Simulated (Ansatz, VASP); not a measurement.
## MnO (Manganosite): VASP beside Ansatz

Wanted: the spread between two codes on one cell, functional and k mesh. The cell is taken from a series of runs on this material, whose earlier steps may have relaxed, scaled, displaced or heated it; both programs get it as it stands.

Main program and level: Ansatz 0.2.0; plane waves, with VASP 6.6.1 beside it; PBE with D3(BJ).

## Step 1: Starting point

Symmetry: Fm-3m, No. 225, cubic system. The conventional cell has a = 4.446 Å, b = 4.446 Å, c = 4.446 Å, α = 90.00°, β = 90.00°, γ = 90.00°. Nearest to Mn lie 6 O at 2.22 Å. Nearest to O lie 6 Mn at 2.22 Å. Farther neighbours and most contacts between anions are not listed.

Coordinates:

```cif
data_structure
_symmetry_space_group_name_H-M 'Fm-3m'
_symmetry_Int_Tables_number 225
_cell_length_a 4.4460
_cell_length_b 4.4460
_cell_length_c 4.4460
_cell_angle_alpha 90.000
_cell_angle_beta 90.000
_cell_angle_gamma 90.000
_cell_volume 87.88
loop_
_atom_site_label
_atom_site_type_symbol
_atom_site_symmetry_multiplicity
_atom_site_Wyckoff_symbol
_atom_site_fract_x
_atom_site_fract_y
_atom_site_fract_z
_atom_site_occupancy
Mn1 Mn 4 a 0.00000 0.00000 0.00000 1
O1 O 4 b 0.50000 0.00000 0.00000 1
```

## Step 2: Ansatz: relaxation of cell and atoms, PBE with D3(BJ)

Ansatz runs on its default PAW (the set named soft_2) files.

The relaxed volume is the usual yardstick between codes: in a stiff, nearly cubic crystal its relative difference is about their pressure difference at one cell divided by the bulk modulus.

File input.yaml:

```yaml
crystal:
  lattice:
    - [0.0, 2.223, 2.223]
    - [2.223, 0.0, 2.223]
    - [2.223, 2.223, 0.0]
  atoms:
    - { symbol: Mn, position: [0.0, 0.0, 0.0], spin: 4.0 }
    - { symbol: O, position: [0.5, 0.5, 0.5] }
magnetization:
  spin_polarized: true
kpoints:
  mp_grid: { grid: [10, 10, 10] }
scf:
  occupations: { method: fermi_dirac, width: 0.05 }
hamiltonian:
  xc: pbe
  pseudopotentials: { kind: paw }
  dispersion: d3bj
output:
  forces: true
  stress: true
relax:
  f_tol: 0.01
  max_steps: 60
  cell: {}
```

Launch:

```console
$ ansatz run input.yaml --threads 4 --pin off --max-ram 8192MiB --backend cpu --events-out ev --progress --plain --runs-dir out
```

Numbers of over 12 decimals in the logs are rounded to 6 here.

The log of the run:

```text
Engine: ansatz 0.2.0, x86_64-unknown-linux-gnu
Pseudopotentials: kind: paw
Pseudopotential: Mn, paw, valence charge 15, recommended cutoff 420 eV (normal), Mn.paw.azcp
Pseudopotential: O, paw, valence charge 6, recommended cutoff 420 eV (normal), O.paw.azcp
Functional definition: PBE
  parameter kappa = 0.804
  parameter beta = 0.066725
  exchange = pbe_x(kappa = kappa, mu = beta*pi^2/3)
  correlation = pbe_c(beta = beta)
Crystal: 2 atoms, lattice volume = 21.971 Å³
Basis set: ecut = 420 eV, 411 PW (Γ), exchange–correlation on 48×48×48 points (8 copies of the dense FFT grid, shifted against one another)
Bands: 17, of which v1, the nominal top of the filled ones, is band 11 counted from 1 (10 counted from 0)
Symmetry: 48 space group operations
Space group: Fm-3m (ITA 225), of the structure as read, at distance tolerance 2.8e-5 Å
Magnetic group: BNS 225.116 (UNI 1618), of the structure as read, at distance tolerance 2.8e-5 Å
k-points: 47 of 1000
Non-local potential: Mn, projectors of the file, l = 0: 3, l = 1: 2, l = 2: 3, l = 3: 1
Non-local potential: O, projectors of the file, l = 0: 2, l = 1: 2, l = 2: 1
PAW form: soft (Blöchl's): semilocal exchange-correlation on the pseudo side does not see the compensation charge
PAW one-centre angular grid: Mn, 590 points (default); XC on 64 Gauss nodes
PAW one-centre angular grid: O, 110 points (default); XC on 64 Gauss nodes
Initial density: superposition of atomic densities (chi_scale 0.1, normalization cell, long waves kept (reshape's long-wave potential 0.00 eV rms))
Starting moments: Σ|m| = 4 μB on 1 of 2 sites
Initial wavefunctions: pseudopotential atomic-orbital guess
Functional: x = pbe(κ = 0.804, μ = 0.219515), c = pbe(β = 0.066725)
SCF iter   1: F=—  HF=-4466.937674 eV  |F-HF|=—  |Δ(HF+E_count)|=         —  Δρ=1.32e-1 (↑1.32e-1 ↓6.98e-2)  dr2=6.53e0  dr2_m=4.96e-1  M=4.310 μB ∫|m|=4.310 μB  β_m=0.30  ethr=3.10e-3  ⟨swp⟩=3.6  Hψ=6501  notcnv=0
Mixer restart at iter 1: flushing history
preconditioner: auto → none  [metal: Δε(μ)=0.008 eV  Ē_g=12.407 eV  σ=0.050 eV  W_gap=0.04  n_scr=8 (ndim 8)  ℏωp=28.6 eV  f_vac=0.000  D(μ)=1.29/eV (n_scr^D=14)  sad-step TF]
SCF iter   2: F=—  HF=-4466.583711 eV  |F-HF|=—  |Δ(HF+E_count)|=   3.54e-1  Δρ=6.89e-2 (↑6.89e-2 ↓2.68e-2)  dr2=1.21e0  dr2_m=2.63e-1  M=4.449 μB ∫|m|=4.449 μB  β_m=0.41  ethr=3.10e-3  ⟨swp⟩=2.9  Hψ=3806  notcnv=0  defer=48
SCF iter   3: F=—  HF=-4466.630611 eV  |F-HF|=—  |Δ(HF+E_count)|=   4.69e-2  Δρ=2.07e-2 (↑2.07e-2 ↓1.68e-2)  dr2=9.79e-2  dr2_m=4.84e-2  M=4.541 μB ∫|m|=4.541 μB  β_m=0.54  ethr=3.10e-3  ⟨swp⟩=2.7  Hψ=3178  notcnv=0  defer=77
SCF iter   4: F=—  HF=-4466.652950 eV  |F-HF|=—  |Δ(HF+E_count)|=         —  Δρ=1.70e-2 (↑1.70e-2 ↓1.33e-2)  dr2=9.87e-3  dr2_m=4.29e-2  M=4.752 μB ∫|m|=4.752 μB  β_m=0.54  ethr=4.66e-4  ⟨swp⟩=2.4  Hψ=3009  notcnv=0  defer=88
Mixer restart at iter 4: flushing history
SCF iter   5: F=—  HF=-4466.672416 eV  |F-HF|=—  |Δ(HF+E_count)|=   1.95e-2  Δρ=8.38e-3 (↑6.37e-3 ↓8.38e-3)  dr2=2.51e-3  dr2_m=9.95e-3  M=4.764 μB ∫|m|=4.764 μB  β_m=0.76  ethr=4.70e-5  ⟨swp⟩=2.0  Hψ=2784  notcnv=0  defer=88
SCF iter   6: F=—  HF=-4466.686520 eV  |F-HF|=—  |Δ(HF+E_count)|=   1.41e-2  Δρ=7.08e-3 (↑7.08e-3 ↓1.05e-3)  dr2=6.80e-3  dr2_m=2.63e-3  M=4.793 μB ∫|m|=4.793 μB  β_m=0.61  ethr=1.19e-5  ⟨swp⟩=2.1  Hψ=3089  notcnv=0  defer=88
SCF iter   7: F=—  HF=-4466.683029 eV  |F-HF|=—  |Δ(HF+E_count)|=   3.49e-3  Δρ=6.61e-4 (↑2.21e-4 ↓6.61e-4)  dr2=1.60e-4  dr2_m=2.38e-5  M=4.790 μB ∫|m|=4.790 μB  β_m=0.64  ethr=1.19e-5  ⟨swp⟩=2.0  Hψ=3522  notcnv=0  defer=89
SCF iter   8: F=—  HF=-4466.683015 eV  |F-HF|=—  |Δ(HF+E_count)|=   1.38e-5  Δρ=4.52e-4 (↑4.52e-4 ↓2.41e-4)  dr2=5.21e-5  dr2_m=5.20e-6  M=4.791 μB ∫|m|=4.791 μB  β_m=0.59  ethr=7.61e-7  ⟨swp⟩=2.0  Hψ=2221  notcnv=0  defer=89
SCF iter   9: F=—  HF=-4466.683027 eV  |F-HF|=—  |Δ(HF+E_count)|=   1.17e-5  Δρ=1.70e-4 (↑1.70e-4 ↓7.33e-5)  dr2=6.88e-6  dr2_m=7.03e-7  M=4.791 μB ∫|m|=4.791 μB  β_m=0.80  ethr=2.48e-7  ⟨swp⟩=2.2  Hψ=2125  notcnv=0  defer=89
SCF iter  10: F=—  HF=-4466.683027 eV  |F-HF|=—  |Δ(HF+E_count)|=   2.37e-7  Δρ=2.93e-5 (↑2.93e-5 ↓1.31e-5)  dr2=2.11e-7  dr2_m=2.58e-8  M=4.791 μB ∫|m|=4.791 μB  β_m=0.90  ethr=3.28e-8  ⟨swp⟩=2.1  Hψ=2120  notcnv=0  defer=89
SCF iter  11: F=—  HF=-4466.683027 eV  |F-HF|=—  |Δ(HF+E_count)|=   2.68e-8  Δρ=2.45e-6 (↑2.45e-6 ↓7.75e-7)  dr2=5.23e-10  dr2_m=4.54e-10  M=4.791 μB ∫|m|=4.791 μB  β_m=0.95  ethr=1.01e-9  ⟨swp⟩=2.0  Hψ=2200  notcnv=0  defer=89
SCF iter  12: F=-4466.683027 eV  HF=-4466.683027 eV  |F-HF|=9.09e-13  |Δ(HF+E_count)|=  4.23e-10  Δρ=1.89e-7 (↑1.89e-7 ↓5.13e-8)  dr2=2.84e-12  dr2_m=2.44e-12  M=4.791 μB ∫|m|=4.791 μB  ethr=2.49e-12  ⟨swp⟩=1.3  Hψ=4354  notcnv=0
[...]
SCF 19 converged in 3 iterations: F = -4466.787225 eV  dr2 = 1.07e-7
relax step  19: F+E_penalty+E_count = -4466.78722523 eV  Δ(F+E_penalty+E_count) = -3.213e-5 eV  max|allowed force component| = 7.626e-30 eV/Å  Δτ_max = 0.0000 Å  P = +0.495 GPa  Ω = 22.082 Å³  energy of the carried Pulay correction = -4.273e-4 eV  (3 SCF iters, dr2 threshold 2.00e-7 eV, accepted)
[...]
relax step  20: F+E_penalty+E_count = -4466.78722068 eV  Δ(F+E_penalty+E_count) = +4.551e-6 eV  max|allowed force component| = 7.100e-30 eV/Å  Δτ_max = 0.0000 Å  P = -0.025 GPa  Ω = 22.084 Å³  energy of the carried Pulay correction = -4.347e-4 eV  (2 SCF iters, dr2 threshold 2.00e-7 eV, accepted)
[...]
relax step  21: F+E_penalty+E_count = -4466.78760446 eV  Δ(F+E_penalty+E_count) = -3.838e-4 eV  max|allowed force component| = 7.823e-30 eV/Å  Δτ_max = 0.0000 Å  P = +0.008 GPa  Ω = 22.084 Å³  stress off target by 7.74e-3 GPa  SCF on the basis re-selected at this cell (its energy is not comparable with the rows above)  (8 SCF iters)
basis re-selected at this cell: Δ(F+E_penalty+E_count) = -3.838e-4 eV, ΔP = +0.033 GPa vs the last step (what re-selecting the basis moved, of the pressure what is left beyond the Pulay correction that the steps carried, after the strain that the cell walked since its last selection, with what the two solves' SCF thresholds leave and, on support functions, any second-order correction that the steps lacked; it is no m [...]
SCF converged after 8 iterations
Magnetization: 4.7967 μB (12.8983 up, 8.1017 down)
Absolute magnetization: 4.7967 μB (∫|ρ↑−ρ↓|, with the PAW one-centre terms)
Spin contamination: 0.0104 ħ² per cell (⟨S²⟩ above its minimum at these occupations)
Per-site moments (μB) at R_I (Å): [(4.068552, 0.918556), (0.235278, 0.918556)]
Free energy (F): -4466.787604 eV
Harris-Foulkes:  -4466.787604 eV  (|F-HF|=0.00e0)
Internal energy: -4466.780667 eV  (E = F + TS)
E sigma→0 (E₀):  -4466.784136 eV
Entropy (-TS):   -0.006938 eV (-3.469 meV/atom)
Fermi energy:    13.306456 eV
--- Per-component energies (eV) ---
  E_band       = -249.123564
  E_kinetic    = 473.880399
  E_local      = -2237.574060  (includes V_loc(G=0)·N_el)
  E_nonlocal   = 302.705860
  E_hartree    = 896.964600
  E_xc         = -184.472853
  E_vxc        = -235.652424  (∫ρ·V_xc dr)
  E_paw        = -1466.031655  (= ΣΔE_a)
  E_vpaw       = -346.414936  (= ΣTr[D̂ρ^β])
  E_aug_tail   = 0.002398  (compensation charges beyond the density's cutoff)
  E_ewald      = -2251.642239
  E_disp       = -0.613118  (pairwise vdW)
  E_smearing   = -0.006938  (= −TS)
  E_closure    = -0.000000  (closes the sum)
  Σ components = -4466.787604   (vs F -4466.787604, Δ=0.00e0)
--- Forces (eV/Å), atoms counted from 1 ---
  atom   1  Mn    -0.00000000     0.00000000     0.00000000
  atom   2  O      0.00000000    -0.00000000     0.00000000
  max |Σ_I F_I| component: 1.38e-29 eV/Å
--- Stress (GPa, compression-positive) ---
        0.007737      -0.000000      -0.000000
       -0.000000       0.007737       0.000000
       -0.000000      -0.000000       0.007737
  P = ⅓ Tr σ = 0.0077 GPa (0.077 kbar)
--- Relaxed structure (20 steps of the walk, 13 accepted, 1 SCFs on fresh bases) ---
  F+E_penalty+E_count = -4466.78760446 eV   max|allowed force component| = 7.823e-30 eV/Å   (the final SCF, on the basis selected at the relaxed cell)
  cell:  # Å, volume = 22.0838 Å³
    - [0, 2.226801, 2.226801]
    - [2.226801, 0, 2.226801]
    - [2.226801, 2.226801, 0]
  atoms:
    - { symbol: Mn, position: [0, 0, 0] }
    - { symbol: O, position: [0.5, 0.5, 0.5] }
```

The column dr2 measures how far the density is from self-consistency, as an energy; F and HF (Harris–Foulkes) agree once it is small.

(Part 1 of 2 ends here.)

[Lines on the potential files, build, host, timing and source positions are cut from VASP's logs without a mark.]

[Logs are printed without paths, hosts, clocks, repeated set-up lines and the standing remarks that a program may print on its own settings, such as how far it seeks lower states.]

[Hosts, paths, dates, database ids (printed as entryN), source tags and the programs' standing remarks are cut or masked in the printed files.]
